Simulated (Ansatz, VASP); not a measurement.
# Cross-check of Hf (Hafnium) between VASP and Ansatz

One calculation is typed for both programs; each brings its own data sets. How far apart do they land? The structure shown is the end of the Ansatz relaxation below.

Method: plane waves, with VASP 6.6.1 beside it; single point at PBEsol, in Ansatz 0.2.0.

### 1. The structure

It takes space group P6_3/mmc (No. 194, hexagonal). Conventional cell: a = 3.127 Å, b = 3.127 Å, c = 4.949 Å, α = 90.00°, β = 90.00°, γ = 120.00°. Hf has 12 Hf at 3.06 to 3.13 Å nearest.

### 2. Ansatz: relaxation, PBEsol

Ansatz runs on its PAW soft_1 files.

This run makes the geometry at which the two programs are then compared.

File input.yaml:

```yaml
crystal:
  lattice:
    - [3.1284964717, 0.0, 0.0]
    - [-1.5642482358, 2.7093574201, 0.0]
    - [0.0, 0.0, 4.9449180962]
  atoms:
    - { symbol: Hf, position: [0.3333333333, 0.6666666667, 0.25] }
    - { symbol: Hf, position: [0.6666666667, 0.3333333333, 0.75] }
kpoints:
  mp_grid: { grid: [15, 15, 8] }
hamiltonian:
  xc: pbesol
  pseudopotentials: { kind: paw, azcp: { folder: soft_1 }, xc_functional: pbe }
scf:
  occupations: { method: methfessel_paxton, width: 0.2 }
  lower_state_search: "off"
output:
  forces: true
  stress: true
  eigenvalues: true
relax:
  adjacent_minimum: "off"
  f_tol: 0.001
  max_steps: 60
  cell: { stress_tol: 0.01, fix: [volume] }
```

The run is started by

```
ansatz run input.yaml --threads 18 --pin off --max-ram 92160MiB --backend cuda --events-out ev --progress --plain --runs-dir out --max-vram 78GiB
```

Numbers of over 12 decimals in the logs are rounded to 6 here.

Log:

```text
Engine: ansatz 0.2.0, aarch64-unknown-linux-gnu
Pseudopotentials: kind: paw
Pseudopotential: Hf, paw, valence charge 26, recommended cutoff 420 eV (normal), soft_1/Hf.paw.azcp
Functional definition: PBEsol
  exchange = pbesol_x
  correlation = pbesol_c
[...]
Crystal: 2 atoms, lattice volume = 41.914 Å³
Basis set: ecut = 420 eV, 809 PW (Γ), exchange–correlation on 48×48×72 points (8 copies of the dense FFT grid, shifted against one another)
Bands: 32, of which v1, the nominal top of the filled ones, is band 26 counted from 1 (25 counted from 0)
Symmetry: 24 space group operations
Space group: P63/mmc (ITA 194), of the structure as read, at distance tolerance 3.5e-5 Å
k-points: 135 of 1800
Non-local potential: Hf, projectors of the file, l = 0: 3, l = 1: 2, l = 2: 2, l = 3: 3
PAW form: soft (Blöchl's): semilocal exchange-correlation on the pseudo side does not see the compensation charge
PAW frozen core: Hf, regenerated for the run's functional, and the local potential with it (the file was generated under x = pbe(κ = 0.804, μ = 0.219515), c = pbe(β = 0.066725))
PAW one-centre angular grid: Hf, 590 points (default); XC on 64 Gauss nodes
Initial density: superposition of atomic densities (chi_scale 0.1, normalization cell)
Initial wavefunctions: pseudopotential atomic-orbital guess
[...]
Functional: x = pbesol(κ = 0.804, μ = 0.123457), c = pbesol(β = 0.046)
SCF iter   1: F=—  HF=-31197.833065 eV  |F-HF|=—  |Δ(HF+E_count)|=         —  Δρ=3.65e-2  dr2=6.52e-1  ethr=3.10e-3  ⟨swp⟩=4.8  Hψ=14826  notcnv=0
preconditioner: auto → Kerker (q_TF=auto, 2.828 Å⁻¹)  [metal: Δε(μ)=0.029 eV  Ē_g=16.912 eV  σ=0.200 eV  W_gap=0.12  n_scr=22 (ndim 8)  ℏωp=39.7 eV  f_vac=0.000  D(μ)=1.23/eV (n_scr^D=2)]
SCF iter   2: F=—  HF=-31197.686872 eV  |F-HF|=—  |Δ(HF+E_count)|=   1.46e-1  S|Δr|=    0.00e0  Δρ=2.27e-2  dr2=2.48e-1  ethr=1.25e-3  ⟨swp⟩=3.0  Hψ=8676  notcnv=0
[...]
SCF iter   8: F=-31197.590036 eV  HF=-31197.590036 eV  |F-HF|=8.19e-9  |Δ(HF+E_count)|=   7.50e-8  S|Δr|=    0.00e0  Δρ=5.78e-6  dr2=1.47e-8  ethr=1.92e-10  ⟨swp⟩=7.9  Hψ=28356  notcnv=0
SCF 1 converged in 8 iterations: F = -31197.590036 eV  dr2 = 1.47e-8
  Residual-converged pass: ⟨swp⟩=1.1  Hψ=4872  notcnv=0  max |occ|·‖R‖ = 4.7e-6 eV (tolerance 6.7e-6 eV)  dr2=1.47e-8  dr2_onsite=9.93e-9  max |Δocc| = 8.2e-8
  greatest PAW one-centre occupation: 0.998 electrons in one spin orbital (limit 2), on the Hf atom at site 1 (counted from 0), in its partial waves of l = 0
relax step   1: F+E_penalty+E_count = -31197.59003598 eV  Δ(F+E_penalty+E_count) = +0.000e0 eV  max|allowed force component| = 1.480e-16 eV/Å  Δτ_max = 0.0000 Å  P = +3.656 GPa  Ω = 41.914 Å³  fix = [volume]  reactions: volume +3.656 GPa  (8 SCF iters, dr2 threshold 1.00e-7 eV, accepted)
[...]
relax step   2: F+E_penalty+E_count = -31197.59005048 eV  Δ(F+E_penalty+E_count) = -1.450e-5 eV  max|allowed force component| = 3.053e-16 eV/Å  Δτ_max = 0.0000 Å  P = +3.649 GPa  Ω = 41.914 Å³  energy of the carried Pulay correction = +1.113e-6 eV  fix = [volume]  reactions: volume +3.649 GPa  (3 SCF iters, dr2 threshold 2.84e-8 eV, accepted)
[...]
relax step   3: F+E_penalty+E_count = -31197.59005323 eV  Δ(F+E_penalty+E_count) = -2.752e-6 eV  max|allowed force component| = 1.480e-16 eV/Å  Δτ_max = 0.0000 Å  P = +3.651 GPa  Ω = 41.914 Å³  energy of the carried Pulay correction = +7.776e-7 eV  fix = [volume]  reactions: volume +3.651 GPa  (3 SCF iters, dr2 threshold 5.30e-9 eV, accepted)
[...]
relax step   4: F+E_penalty+E_count = -31197.59005095 eV  Δ(F+E_penalty+E_count) = +2.283e-6 eV  max|allowed force component| = 1.573e-16 eV/Å  Δτ_max = 0.0000 Å  P = +3.651 GPa  Ω = 41.914 Å³  fix = [volume]  reactions: volume +3.651 GPa  stress off target by 6.21e-5 GPa on what of the cell is left free  SCF on the basis re-selected at this cell (its energy is not comparable with the rows above)  (6 SCF iters)
basis re-selected at this cell: Δ(F+E_penalty+E_count) = +2.283e-6 eV, ΔP = -0.000 GPa vs the last step (what re-selecting the basis moved, of the pressure what is left beyond the Pulay correction that the steps carried, after the strain that the cell walked since its last selection, with what the two solves' SCF thresholds leave and, on support functions, any second-order correction that the steps lacked; it is no m [...]
SCF converged after 6 iterations
Stability not checked: this state was not tested for a lower state beside it, because cold or Methfessel-Paxton smearing, or corrected tetrahedra, fill the levels in a way that the test cannot read (fill_not_monotonic; see scf.lower_state_search)
Free energy (F): -31197.590051 eV
Harris-Foulkes:  -31197.590051 eV  (|F-HF|=0.00e0)
Internal energy: -31197.593752 eV  (E = F + TS)
E sigma→0 (E₀):  -31197.590976 eV
Entropy (-TS):   0.003701 eV (1.851 meV/atom)
Fermi energy:    19.363750 eV
--- Per-component energies (eV) ---
  E_band       = 50.881677
  E_kinetic    = 823.559100
  E_local      = -12282.280100  (includes V_loc(G=0)·N_el)
  E_nonlocal   = 129.064979
  E_hartree    = 6007.473669
  E_xc         = -530.941307
  E_vxc        = -511.411488  (∫ρ·V_xc dr)
  E_paw        = -15151.365925  (= ΣΔE_a)
  E_vpaw       = -122.998335  (= ΣTr[D̂ρ^β])
  E_aug_tail   = 0.000189  (compensation charges beyond the density's cutoff)
  E_ewald      = -10195.606470
  E_core_change = 2.502112  (= ΣΔE_core)
  E_smearing   = 0.003701  (= −TS)
  E_closure    = 0.000000  (closes the sum)
  Σ components = -31197.590051   (vs F -31197.590051, Δ=0.00e0)
--- Forces (eV/Å), atoms counted from 1 ---
  atom   1  Hf    -0.00000000     0.00000000    -0.00000000
  atom   2  Hf     0.00000000    -0.00000000     0.00000000
  max |Σ_I F_I| component: 1.85e-17 eV/Å
--- Stress (GPa, compression-positive) ---
        3.650893      -0.000000      -0.000000
       -0.000000       3.650893      -0.000000
       -0.000000      -0.000000       3.650986
  P = ⅓ Tr σ = 3.6509 GPa (36.509 kbar)
--- Band table (eV; the first three rows and the last of 135) ---
  k-point 0: bands = [... 22 lower, 11.7404, 15.4167, 20.2598, 20.5126, 20.5126, 20.8162, 21.4080, 21.4080, ... 2 higher]
  k-point 1: bands = [... 22 lower, 11.8964, 15.3597, 20.0174, 20.4230, 20.4230, 20.6818, 21.2775, 21.2775, ... 2 higher]
  k-point 2: bands = [... 22 lower, 12.3456, 15.1244, 19.5615, 20.2946, 20.2946, 20.3243, 20.9726, 20.9726, ... 2 higher]
  k-point 134: bands = [... 22 lower, 17.4452, 17.4452, 17.7925, 17.7925, 19.2323, 19.2323, 21.9682, 21.9682, ... 2 higher]
--- Relaxed structure (3 steps of the walk, 3 accepted, 1 SCFs on fresh bases) ---
  F+E_penalty+E_count = -31197.59005095 eV   max|allowed force component| = 1.573e-16 eV/Å   (the final SCF, on the basis selected at the relaxed cell)
  cell:  # Å, volume = 41.9142 Å³
    - [3.127263, -2.885617859221597e-11, 0]
    - [-1.563631, 2.708289, 0]
    - [0, 0, 4.948821]
  atoms:
    - { symbol: Hf, position: [0.333333, 0.666667, 0.250000] }
    - { symbol: Hf, position: [0.666667, 0.333333, 0.750000] }
```

### 3. VASP: single point, PBEsol, pair 1

The same cell, functional, mesh and smearing now go to VASP, with its own data sets.

Lines of VASP's logs that name or quote its potential files are left out, and so is its time.

File INCAR:

```
SYSTEM = Hf
PREC = Accurate
ENCUT = 500
EDIFF = 1E-06
NELM = 120
ISMEAR = 1
SIGMA = 0.2
LREAL = .FALSE.
ALGO = Normal
GGA = PS
NBANDS = 16
LASPH = .TRUE.
LORBIT = 11
LWAVE = .FALSE.
LCHARG = .FALSE.
ISIF = 2
GGA_COMPAT = .FALSE.
KPAR = 2
```

File POSCAR:

```
Hf
1.0
    3.1272626379      0.0000000000      0.0000000000
   -1.5636313189      2.7082888888      0.0000000000
    0.0000000000      0.0000000000      4.9488208132
Hf
2
Direct
    0.3333333334      0.6666666668      0.2500000000
    0.6666666668      0.3333333334      0.7500000000
```

File KPOINTS:

```
Automatic mesh
0
Gamma
15 15 8
0 0 0
```

Potentials, in the order of the species: Hf_pv (PBE family, release 64).

The run is started by

```
mpirun -np 2 vasp_std
```

Log:

```text
[banner, memory and clock lines left out]
running    2 mpi-ranks, on    1 nodes
 distrk:  each k-point on    1 cores,    2 groups
 distr:  one band on    1 cores,    1 groups

 POSCAR found type information on POSCAR Hf
 POSCAR found :  1 types and       2 ions
|                                                                             |
|               ----> ADVICE to this user running VASP <----                  |
|                                                                             |
|     You enforced a specific xc type in the INCAR file but a different       |
|     [... a line on the potential file left out ...]
|     I HOPE YOU KNOW WHAT YOU ARE DOING!                                     |
|                                                                             |

 LDA part: xc-table for (Slater+PW92), standard interpolation
 POSCAR, INCAR and KPOINTS ok, starting setup
 FFT: planning ... GRIDC
 FFT: planning ... GRID_SOFT
 FFT: planning ... GRID
 WAVECAR not read
 entering main loop
       N       E                     dE             d eps       ncg     rms          rms(c)
DAV:   1     0.474021034297E+02    0.47402E+02   -0.11303E+04  4336   0.116E+03
DAV:   2    -0.201221792690E+02   -0.67524E+02   -0.66011E+02  5704   0.253E+02
DAV:   3    -0.217029173233E+02   -0.15807E+01   -0.15735E+01  5792   0.266E+01
DAV:   4    -0.217140811738E+02   -0.11164E-01   -0.11160E-01  5168   0.274E+00
DAV:   5    -0.217142125448E+02   -0.13137E-03   -0.13137E-03  5720   0.248E-01    0.684E+01
DAV:   6    -0.211908346423E+02    0.52338E+00   -0.45871E-01  5168   0.457E+00    0.406E+01
DAV:   7    -0.210030906215E+02    0.18774E+00   -0.77011E-01  5272   0.570E+00    0.189E+00
DAV:   8    -0.209935828479E+02    0.95078E-02   -0.48429E-02  4984   0.153E+00    0.357E-01
DAV:   9    -0.209936836833E+02   -0.10084E-03   -0.10535E-03  5952   0.238E-01    0.190E-01
DAV:  10    -0.209936753210E+02    0.83623E-05   -0.44152E-05  5016   0.484E-02    0.204E-01
DAV:  11    -0.209936764477E+02   -0.11267E-05   -0.45303E-06  5472   0.153E-02    0.132E-02
DAV:  12    -0.209936765110E+02   -0.63275E-07   -0.38412E-07  2976   0.455E-03
   1 F= -.20993677E+02 E0= -.20994880E+02  d E =0.361132E-02
```

Parts of OUTCAR (step 3):

```text
ion  position               nearest neighbor table
   1  0.333  0.667  0.250-   2 3.06   2 3.06   2 3.06   2 3.06   2 3.06   2 3.06
   2  0.667  0.333  0.750-   1 3.06   1 3.06   1 3.06   1 3.06   1 3.06   1 3.06

  LATTYP: Found a hexagonal cell.
 ALAT       =     3.1272626379
 C/A-ratio  =     1.5824768771

 Subroutine GETGRP returns: Found 24 space group operations
 (whereof 12 operations were pure point group operations)

The static configuration has the point symmetry D_3d.
 The point group associated with its full space group is D_6h.

 Found    135 irreducible k-points:

   k-points           NKPTS =    135   k-points in BZ     NKDIM =    135   number of bands    NBANDS=     16

   dimension x,y,z NGX =    24 NGY =   24 NGZ =   36
   dimension x,y,z NGXF=    48 NGYF=   48 NGZF=   72

   ENCUT  =  500.0 eV  36.75 Ry    6.06 a.u.   5.70  5.70  9.02*2*pi/ulx,y,z

   NELECT =      20.0000    total number of electrons

 k-points in reciprocal lattice and weights: Automatic mesh
   0.00000000  0.00000000  0.00000000       0.001
   0.06666667  0.00000000  0.00000000       0.003
   0.13333333  0.00000000  0.00000000       0.003
   0.20000000  0.00000000  0.00000000       0.003
   0.26666667  0.00000000  0.00000000       0.003
   0.33333333 -0.00000000  0.00000000       0.003
   0.40000000 -0.00000000  0.00000000       0.003
   0.46666667 -0.00000000  0.00000000       0.003
   0.06666667  0.06666667  0.00000000       0.003
[...]
0.33333333  0.26666667  0.50000000       0.007
   0.33333333  0.33333333  0.50000000       0.001

 average (electrostatic) potential at core
       1 -36.5009       2 -36.5009

 E-fermi :   5.2352

 k-point     1 :       0.0000    0.0000    0.0000
  band No.  band energies     occupation
    ...
      4     -24.6994      2.00000
      5     -24.6957      2.00000
      6     -24.6957      2.00000
      7      -2.3898      2.00000
      8       1.2933      2.00000
      9       6.1353     -0.00000
     10       6.3977     -0.00000
     11       6.3977     -0.00000
     12       6.6973     -0.00000
     13       7.2929     -0.00000
    ...

 k-point     2 :       0.0667    0.0000    0.0000
  band No.  band energies     occupation
    ...
      4     -24.7289      2.00000
      5     -24.7059      2.00000
      6     -24.6997      2.00000
      7      -2.2434      2.00000
      8       1.4375      2.00000
      9       5.9180     -0.00002
     10       5.9990     -0.00000
     11       6.5355     -0.00000
     12       7.0018     -0.00000
     13       7.1408     -0.00000
    ...

 k-point     3 :       0.1333    0.0000    0.0000
  band No.  band energies     occupation
    ...
      4     -24.8209      2.00000
      5     -24.7257      2.00000
      6     -24.7117      2.00000
      7      -1.8195      2.00000
      8       1.8394      2.00000
      9       5.3572      0.15077
     10       5.4089     -0.01111
     11       6.7098     -0.00000
     12       6.9441     -0.00000
     13       7.4032     -0.00000
    ...

  Total        0.8665429      0.8665429      0.8353710      0.0000000      0.0000000      0.0000000
  in kB       33.1237551     33.1237551     31.9322044      0.0000000      0.0000000      0.0000000
  external PRESSURE =      32.7265716 kB  Pullay stress =       0.0000000 kB

  energy-cutoff  :      500.00
  volume of cell :       41.91
      direct lattice vectors                 reciprocal lattice vectors
     3.127262638  0.000000000  0.000000000     0.319768474  0.184618414  0.000000000
    -1.563631319  2.708288889  0.000000000     0.000000000  0.369236829  0.000000000
     0.000000000  0.000000000  4.948820813     0.000000000  0.000000000  0.202068339

 POSITION                                       TOTAL-FORCE (eV/Angst)
 -----------------------------------------------------------------------------------
      0.00000      1.80553      1.23721        -0.000000      0.000000      0.000000
      1.56363      0.90276      3.71162         0.000000      0.000000     -0.000000
 -----------------------------------------------------------------------------------
    total drift:                               -0.000000     -0.000000      0.000000

  FREE ENERGIE OF THE ION-ELECTRON SYSTEM (eV)
  ---------------------------------------------------
  free  energy   TOTEN  =       -20.9936765110 eV

  energy  without entropy=      -20.9972878356  energy(sigma->0) =      -20.99488029

 total charge
# of ion       s       p       d       tot
------------------------------------------
    1        0.409   6.415   1.637   8.461
    2        0.409   6.415   1.637   8.461
--------------------------------------------------
tot          0.818  12.829   3.275  16.922

[... 3 further parts left out ...]
```

The run ends at a pressure of 3.27 GPa.

### 4. Differences

Known differences besides the potentials themselves: the data sets hold 52 valence electrons in Ansatz (on its PAW soft_1 files) and 20 in VASP; the cutoff is 420 eV in Ansatz and 500 eV in VASP; Ansatz makes its cores anew for this functional, VASP keeps those of its PBE data sets; Ansatz's pressure holds a Pulay correction, VASP's none. Total energies have different zeros and are not compared.

Both answers:

| quantity | Ansatz | VASP | difference |
| --- | --- | --- | --- |
| pressure (GPa) | 3.65 | 3.27 | +0.38 |

### 5. Ansatz: relaxation, PBEsol

This run makes the geometry at which the two programs are then compared. The cell compared in this pair holds 42.56 Å³, against 41.91 Å³ for the pair before.

The structure compared here is the end of the Ansatz relaxation.

input.yaml: that of step 2 with these lines changed.

```diff
@@ -2,5 +2,5 @@
   lattice:
-    - [3.1284964717, 0.0, 0.0]
-    - [-1.5642482358, 2.7093574201, 0.0]
-    - [0.0, 0.0, 4.9449180962]
+    - [3.1445403239, 0.0, 0.0]
+    - [-1.5722701619, 2.7232518037, 0.0]
+    - [0.0, 0.0, 4.970277094]
   atoms:
```

The run is started by

```
ansatz run input.yaml --threads 18 --pin off --max-ram 92160MiB --backend cuda --events-out ev --progress --plain --runs-dir out --max-vram 78GiB
```

Log:

```text
[...]
Crystal: 2 atoms, lattice volume = 42.562 Å³
Basis set: ecut = 420 eV, 833 PW (Γ), exchange–correlation on 48×48×72 points (8 copies of the dense FFT grid, shifted against one another)
Bands: 32, of which v1, the nominal top of the filled ones, is band 26 counted from 1 (25 counted from 0)
Symmetry: 24 space group operations
[...]
k-point 134: bands = [... 22 lower, 17.1515, 17.1515, 17.4905, 17.4905, 18.8903, 18.8903, 21.6188, 21.6188, ... 2 higher]
--- Relaxed structure (3 steps of the walk, 3 accepted, 1 SCFs on fresh bases) ---
[...]
cell:  # Å, volume = 42.5623 Å³
    - [3.143971, -2.886230304804668e-11, 0.0]
    - [-1.571985, 2.722758, 0.0]
    - [0.0, 0.0, 4.972078]
  atoms:
    - { symbol: Hf, position: [0.333333, 0.666667, 0.250000] }
    - { symbol: Hf, position: [0.666667, 0.333333, 0.750000] }
[key lines of the parts left out:]
SCF converged after 4 iterations
Free energy (F): -31197.600962 eV
Fermi energy:    19.038262 eV
P = ⅓ Tr σ = 1.7646 GPa (17.646 kbar)
```

### 6. VASP: single point, PBEsol, pair 2

The same cell, functional, mesh and smearing now go to VASP, with its own data sets.

INCAR is that of step 3.

File POSCAR:

```
Hf
1.0
    3.1439706742      0.0000000000      0.0000000000
   -1.5719853371      2.7227584726      0.0000000000
    0.0000000000      0.0000000000      4.9720783661
Hf
2
Direct
    0.3333333334      0.6666666668      0.2500000000
    0.6666666668      0.3333333334      0.7500000000
```

KPOINTS is that of step 3.

The run is started by

```
mpirun -np 2 vasp_std
```

Log:

```text
[banner, memory and clock lines left out]
running    2 mpi-ranks, on    1 nodes
[...]
[... a notice as in an earlier step ...]

 LDA part: xc-table for (Slater+PW92), standard interpolation
 POSCAR, INCAR and KPOINTS ok, starting setup
[...]
entering main loop
       N       E                     dE             d eps       ncg     rms          rms(c)
DAV:   1     0.463421488539E+02    0.46342E+02   -0.11361E+04  4328   0.116E+03
DAV:   2    -0.201831898043E+02   -0.66525E+02   -0.65062E+02  5768   0.250E+02
DAV:   3    -0.217300025714E+02   -0.15468E+01   -0.15378E+01  5664   0.264E+01
DAV:   4    -0.217413818338E+02   -0.11379E-01   -0.11373E-01  5336   0.277E+00
[...]
DAV:  10    -0.210032079793E+02    0.90032E-05   -0.44181E-05  5128   0.482E-02    0.198E-01
DAV:  11    -0.210032092601E+02   -0.12808E-05   -0.43586E-06  5480   0.150E-02    0.132E-02
DAV:  12    -0.210032093247E+02   -0.64544E-07   -0.37660E-07  3024   0.448E-03
   1 F= -.21003209E+02 E0= -.21004477E+02  d E =0.380195E-02
```

(Continued in part 2 of 2.)

[Lines on the potential files, build, host, timing and source positions are cut from VASP's logs without a mark.]

[Logs are printed without paths, hosts, clocks, repeated set-up lines and the standing remarks that a program may print on its own settings, such as how far it seeks lower states.]

[Hosts, paths, dates, database ids (printed as entryN), source tags and the programs' standing remarks are cut or masked in the printed files.]
